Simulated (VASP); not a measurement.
OSZICAR of a VASP run on RuAs (relaxed from the zinc blende structure, space group F-43m):

OSZICAR:
```
       N       E                     dE             d eps       ncg     rms          rms(c)
DAV:   1     0.699872314020E+02    0.69987E+02   -0.95656E+03  1704   0.111E+03
DAV:   2    -0.429877341380E+02   -0.11297E+03   -0.11005E+03  1676   0.303E+02
DAV:   3    -0.455976211010E+02   -0.26099E+01   -0.25935E+01  1746   0.474E+01
DAV:   4    -0.456308196697E+02   -0.33199E-01   -0.33190E-01  1996   0.476E+00
DAV:   5    -0.456311112172E+02   -0.29155E-03   -0.29154E-03  1861   0.351E-01    0.134E+01
DAV:   6    -0.401696723856E+02    0.54614E+01   -0.68621E+00  1456   0.321E+01    0.393E+00
DAV:   7    -0.399851817819E+02    0.18449E+00   -0.13720E+00  1496   0.131E+01    0.290E+00
DAV:   8    -0.399834619623E+02    0.17198E-02   -0.76453E-02  1481   0.279E+00    0.128E+00
DAV:   9    -0.400284608437E+02   -0.44999E-01   -0.87030E-02  1456   0.312E+00    0.184E-01
DAV:  10    -0.400154947982E+02    0.12966E-01   -0.26328E-02  1456   0.146E+00    0.816E-02
DAV:  11    -0.400358271439E+02   -0.20332E-01   -0.12177E-02  1461   0.902E-01    0.678E-02
DAV:  12    -0.400363793157E+02   -0.55217E-03   -0.50760E-04  1831   0.197E-01    0.130E-02
DAV:  13    -0.400364893845E+02   -0.11007E-03   -0.13348E-04  1691   0.107E-01    0.187E-02
DAV:  14    -0.400365378642E+02   -0.48480E-04   -0.49040E-05  1536   0.765E-02    0.335E-03
DAV:  15    -0.400365420055E+02   -0.41412E-05   -0.38417E-06  1769   0.218E-02    0.283E-03
DAV:  16    -0.400365378197E+02    0.41858E-05   -0.21168E-06  1367   0.186E-02    0.208E-03
DAV:  17    -0.400365414125E+02   -0.35928E-05   -0.40149E-07   768   0.750E-03    0.270E-04
DAV:  18    -0.400365410093E+02    0.40327E-06   -0.47532E-08   728   0.231E-03
   1 F= -.40036541E+02 E0= -.40036465E+02  d E =-.400365E+02
       N       E                     dE             d eps       ncg     rms          rms(c)
DAV:   1    -0.400448800743E+02   -0.83387E-02   -0.13391E-01  1456   0.486E+00    0.755E-01
DAV:   2    -0.400382541614E+02    0.66259E-02   -0.57846E-02  1456   0.272E+00    0.333E-01
DAV:   3    -0.400364808442E+02    0.17733E-02   -0.55172E-03  1466   0.824E-01    0.697E-02
DAV:   4    -0.400364228796E+02    0.57965E-04   -0.59980E-04  1506   0.169E-01    0.235E-02
DAV:   5    -0.400364203993E+02    0.24803E-05   -0.10516E-04  1456   0.107E-01    0.223E-02
DAV:   6    -0.400364003464E+02    0.20053E-04   -0.13616E-04  1461   0.107E-01    0.622E-03
DAV:   7    -0.400364634393E+02   -0.63093E-04   -0.35085E-05  1461   0.539E-02    0.179E-03
DAV:   8    -0.400364628761E+02    0.56322E-06   -0.11674E-06  1199   0.887E-03
   2 F= -.40036463E+02 E0= -.40036390E+02  d E =0.781332E-04
       N       E                     dE             d eps       ncg     rms          rms(c)
DAV:   1    -0.400395997874E+02   -0.31363E-02   -0.47146E-02  1456   0.289E+00    0.443E-01
DAV:   2    -0.400372733956E+02    0.23264E-02   -0.20937E-02  1456   0.163E+00    0.198E-01
DAV:   3    -0.400366212940E+02    0.65210E-03   -0.19938E-03  1466   0.496E-01    0.413E-02
DAV:   4    -0.400366020486E+02    0.19245E-04   -0.21876E-04  1506   0.987E-02    0.143E-02
DAV:   5    -0.400365945746E+02    0.74740E-05   -0.40289E-05  1456   0.671E-02    0.132E-02
DAV:   6    -0.400365864669E+02    0.81077E-05   -0.50926E-05  1461   0.659E-02    0.437E-03
DAV:   7    -0.400366074289E+02   -0.20962E-04   -0.17438E-05  1461   0.388E-02    0.156E-03
DAV:   8    -0.400366086815E+02   -0.12525E-05   -0.80181E-07   923   0.787E-03    0.715E-04
DAV:   9    -0.400366086651E+02    0.16321E-07   -0.11620E-07   728   0.279E-03
   3 F= -.40036609E+02 E0= -.40036534E+02  d E =-.676559E-04
```

Q: Which electronic solver shows in the log?

A: It is blocked Davidson (ALGO = Normal, or the opening steps of other solvers). The INCAR had ALGO = Normal.

Q: Can the final energy be trusted as converged?

A: Self-consistency was reached. It stopped with EDIFF = 1E-6, NELM = 100, NSW = 60 and EDIFFG = -0.01 after 3 ionic steps (r2SCAN meta-GGA, plane waves, VASP's PBE PAW potentials (set 64)).

The structure was generated: RuAs was put into the zinc blende type (F-43m), which need not be its known phase. This run relaxes it. Symmetry was kept, so distortions that lower it aren't found. The start is the result of an earlier pass. The electron count is odd and the run is not spin-polarised, which forces a metal.
